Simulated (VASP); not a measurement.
ZnO:

```
Zn O
1.0
     3.28650    0.00000    0.00000
    -1.64325    2.84619    0.00000
     0.00000    0.00000    5.30039
Zn O
2 2
Direct
  0.33333 0.66667 0.49983
  0.66667 0.33333 0.99983
  0.66667 0.33333 0.37918
  0.33333 0.66667 0.87918
```

Base run:

```yaml
Program: VASP 6.6.1
Functional: HSE06
Potentials_or_basis: VASP PAW PBE potentials, release 64 (Zn, O)
Cutoff: 520 eV
k_mesh: 6 × 6 × 3
Occupations: gaussian, width 0.03 eV
Spin: no spin polarisation
```

Its results: band gap on the k mesh 2.40 eV, direct; pressure -4.0 GPa.

**Question.** The run is repeated on the same cell with these changes: functional from HSE06 to PBE. What comes out?

**Answer.** Band gap on the k mesh 0.72 eV, direct; pressure 0.1 GPa.

HSE06 gives the wider gap, since exact exchange removes part of the self-interaction.

Caveats: the PAW data sets were made with another functional, which shifts forces and pressure a little (some runs).
